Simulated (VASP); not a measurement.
Consider the following.

```xyz
4
Lattice="1.6603 -5.1290 0.0000 1.6603 5.1290 0.0000 0.0000 0.0000 4.1862" Properties=species:S:1:pos:R:3 pbc="T T T"
P      1.6603     4.0461     3.8821
P      1.6603     1.0829     1.7891
P      1.6603    -1.0829     2.3971
P      1.6603    -4.0461     0.3040
```

Computed with PBEsol GGA, VASP's PBE PAW potentials (set 64) (plane waves; VASP 6.6.1). Run with 480 eV cut-off, 10×10×8 Γ-centred mesh, first-order Methfessel-Paxton smearing of 0.10 eV, potentials P.

Without a dispersion term in the relaxation, distances and binding between the weakly bound layers, chains or molecules are unreliable, and so is what depends on them.

### Question
What does the run give for the energy per atom (σ→0), band gap (on the k-mesh) with the smallest direct gap where there is one?

### Answer

```yaml
band gap (on the k-mesh): none (metal, semimetal or under 0.01 eV)
energy per atom (σ→0): -5.762 eV/atom
```

Total energies compare only between runs with the same potentials, cut-off and functional.

The compound is P in the black structure. It was relaxed first, which changed the volume by -6 %.
